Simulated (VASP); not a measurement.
These are HSEsol screened hybrid, VASP's PBE PAW potentials (set 64) (plane waves; VASP 6.6.1) values and carry that method's errors.

The input files of a VASP run:

**KPOINTS**
```
K-points
0
Gamma
6 6 6
```

INCAR:
```
! general
SYSTEM   = CuI
PREC     = Accurate
ENCUT    = 520
LREAL    = .FALSE.
LASPH    = .TRUE.
ISYM     = 3

! electronic loop
EDIFF    = 1E-6
NELM     = 60
ALGO     = Normal
LMAXMIX  = 4

! smearing
ISMEAR   = 0
SIGMA    = 0.05

! functional
GGA      = PS
LHFCALC  = .TRUE.
AEXX     = 0.25
HFSCREEN = 0.2
PRECFOCK = Fast

! ions
ISIF     = 2

! output
LWAVE    = .FALSE.
LCHARG   = .FALSE.
```

File POSCAR:
```
CuI
4.3422880
  0.0000000000   0.7071067481   0.7071067481
  0.7071067481   0.0000000000   0.7071067481
  0.7071067481   0.7071067481   0.0000000000
Cu I
1 1
Cart
  0.0000000000   0.0000000000   0.0000000000
  0.3535533740   0.3535533740   0.3535533740
```

POTCAR, in this order: Cu I (PBE.64 set). Program: vasp_std. Read from the step before: WAVECAR.

Output

### OSZICAR
```
       N       E                     dE             d eps       ncg     rms          rms(c)
DAV:   1    -0.700420787857E+01   -0.70042E+01   -0.74777E-01   640   0.333E+01    0.266E+00
DAV:   2    -0.695360112143E+01    0.50607E-01   -0.49071E-01   491   0.282E+01    0.230E+00
DAV:   3    -0.696253923104E+01   -0.89381E-02   -0.33475E-02   446   0.178E+00    0.138E+00
DAV:   4    -0.696159403366E+01    0.94520E-03   -0.69323E-03   486   0.329E+00    0.812E-01
DAV:   5    -0.696159765314E+01   -0.36195E-05   -0.90308E-04   644   0.721E-01    0.548E-01
DAV:   6    -0.696156515942E+01    0.32494E-04   -0.10424E-04   550   0.336E-01    0.322E-01
DAV:   7    -0.696155273291E+01    0.12427E-04   -0.22061E-05   644   0.128E-01    0.175E-01
DAV:   8    -0.696154868129E+01    0.40516E-05   -0.19609E-06   403   0.238E-02    0.100E-01
DAV:   9    -0.696154723237E+01    0.14489E-05   -0.50397E-07   233   0.209E-02    0.597E-02
DAV:  10    -0.696154674276E+01    0.48961E-06   -0.43935E-07   238   0.634E-03
   1 F= -.69615467E+01 E0= -.69615467E+01  d E =-.439161E-11
```

### OUTCAR
```
------------------------ aborting loop because EDIFF is reached ----------------------------------------
  FORCE on cell =-STRESS in cart. coord.  units (eV):
  Direction    XX          YY          ZZ          XY          YZ          ZX
  --------------------------------------------------------------------------------------
  Total       -1.0512508     -1.0512508     -1.0512508     -0.0000000      0.0000000     -0.0000000
  in kB      -29.0921692    -29.0921692    -29.0921692     -0.0000000      0.0000000     -0.0000000
  external PRESSURE =     -29.0921692 kB  Pullay stress =       0.0000000 kB
  volume of cell :       57.89
      direct lattice vectors                 reciprocal lattice vectors
     0.000000000  3.070461147  3.070461147    -0.162841989  0.162841989  0.162841989
     3.070461147  0.000000000  3.070461147     0.162841989 -0.162841989  0.162841989
     3.070461147  3.070461147  0.000000000     0.162841989  0.162841989 -0.162841989
  FREE ENERGIE OF THE ION-ELECTRON SYSTEM (eV)
  ---------------------------------------------------
  free  energy   TOTEN  =        -6.9615467428 eV

  energy  without entropy=       -6.9615467428  energy(sigma->0) =       -6.96154674

  exchange ACFDT corr.  =         0.00000000  see jH, gK, PRB 81, 115126
```
(Selected blocks of OUTCAR.)

The compound is CuI in the zinc blende structure. This cell is one point of a volume scan, at 1.03 of the reference volume. The cell's shape comes from a PBE relaxation.
